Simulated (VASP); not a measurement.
All values below come from PBEsol GGA, VASP's PBE PAW potentials (set 64) (plane waves; VASP 6.6.1).

VASP ran on this input.

POSCAR:
```
CoSi
1
    0.0000000000     2.5120686312     2.5120686312
    2.5120686312     0.0000000000     2.5120686312
    2.5120686312     2.5120686312    -0.0000000000
Co Si
1 1
Direct
  0.0000000000   0.0000000000   0.0000000000
  0.2500000000   0.2500000000   0.2500000000
```

File KPOINTS:
```
k-points along high-symmetry lines
15
Line-mode
Reciprocal
  0.000000   0.000000   0.000000 ! GAMMA
 -0.500000  -0.500000   0.000000 ! X

 -0.500000  -0.500000   0.000000 ! X
 -0.375000  -0.375000   0.250000 ! U

 -0.375000  -0.000000   0.375000 ! K
  0.000000   0.000000   0.000000 ! GAMMA

  0.000000   0.000000   0.000000 ! GAMMA
  0.000000   0.000000   0.500000 ! L

  0.000000   0.000000   0.500000 ! L
 -0.500000  -0.250000   0.250000 ! W

 -0.500000  -0.250000   0.250000 ! W
 -0.500000  -0.500000   0.000000 ! X
```

**INCAR**
```
! general
SYSTEM  = CoSi
PREC    = Accurate
ENCUT   = 400
LREAL   = F   ! projection in real space or not
LASPH   = T
ICHARG  = 11

! electronic loop
EDIFF   = 1E-7   ! SCF stop (eV)
NELM    = 100   ! most electronic steps
ALGO    = Normal
LMAXMIX = 4

! smearing
ISMEAR  = 0   ! Gaussian
SIGMA   = 0.05   ! width (eV)

! functional
GGA     = PS   ! PBEsol

! output
LWAVE   = F
LCHARG  = F
LORBIT  = 11   ! lm-projected
```

POTCAR, in this order: Co Si (PBE.64 set). Program: vasp_std. Read from the step before: CHGCAR.

The run wrote:

OSZICAR:
```
       N       E                     dE             d eps       ncg     rms          rms(c)
DAV:   1     0.396541885975E+02    0.39654E+02   -0.47204E+03  1832   0.101E+03
DAV:   2    -0.109591877174E+02   -0.50613E+02   -0.47954E+02  1808   0.198E+02
DAV:   3    -0.125794382038E+02   -0.16203E+01   -0.15880E+01  2030   0.432E+01
DAV:   4    -0.126148783938E+02   -0.35440E-01   -0.35418E-01  2252   0.636E+00
DAV:   5    -0.126158363883E+02   -0.95799E-03   -0.95792E-03  2102   0.990E-01
DAV:   6    -0.126158998885E+02   -0.63500E-04   -0.63499E-04  2728   0.211E-01
DAV:   7    -0.126159002794E+02   -0.39094E-06   -0.39047E-06  2064   0.151E-02
DAV:   8    -0.126159002932E+02   -0.13789E-07   -0.13665E-07  1628   0.217E-03
   1 F= -.12615900E+02 E0= -.12614738E+02  d E =-.232486E-02
```

File OUTCAR:
```
 val. band max:        6.0005351317   @ k =  -0.5000  -0.4643   0.0357

 cond. band min:       6.0253024384   @ k =  -0.4821  -0.4821   0.0357



 k-point     1 :       0.0000    0.0000    0.0000
  band No.  band energies     occupation
      1      -3.7821      2.00000
      2       3.9132      2.00000
      3       3.9132      2.00000
      4       3.9132      2.00000
      5       5.2485      2.00000
      6       5.2485      2.00000
      7      13.0562      0.00000
      8      13.0562      0.00000
      9      13.0562      0.00000
     10      14.1516      0.00000

 k-point     2 :      -0.0357   -0.0357    0.0000
  band No.  band energies     occupation
      1      -3.7546      2.00000
      2       3.8987      2.00000
      3       3.9198      2.00000
      4       3.9198      2.00000
      5       5.2376      2.00000
      6       5.2534      2.00000
      7      12.7516      0.00000
      8      12.7516      0.00000
      9      12.9415      0.00000
     10      14.0775      0.00000

 k-point     3 :      -0.0714   -0.0714    0.0000
  band No.  band energies     occupation
      1      -3.6722      2.00000
      2       3.8555      2.00000
      3       3.9392      2.00000
      4       3.9392      2.00000
      5       5.2056      2.00000
      6       5.2677      2.00000
      7      12.2015      0.00000
      8      12.2015      0.00000
      9      12.6453      0.00000
     10      13.8673      0.00000

 k-point     4 :      -0.1071   -0.1071    0.0000
  band No.  band energies     occupation
      1      -3.5357      2.00000
      2       3.7853      2.00000
      3       3.9723      2.00000
      4       3.9723      2.00000
      5       5.1539      2.00000
      6       5.2907      2.00000
      7      11.6181      0.00000
      8      11.6181      0.00000
      9      12.2385      0.00000
     10      13.5776      0.00000

 k-point     5 :      -0.1429   -0.1429    0.0000
  band No.  band energies     occupation
...
```

The density is held fixed in this step, so its total energy and stress have no physical meaning.

The structure was generated: CoSi was put into the zinc blende type (F-43m), which need not be its known phase. It was relaxed first, which changed the volume by -23 %. The run is not spin-polarised, so no magnetic state was tried. The electron count is odd and the run is not spin-polarised, which forces a metal.
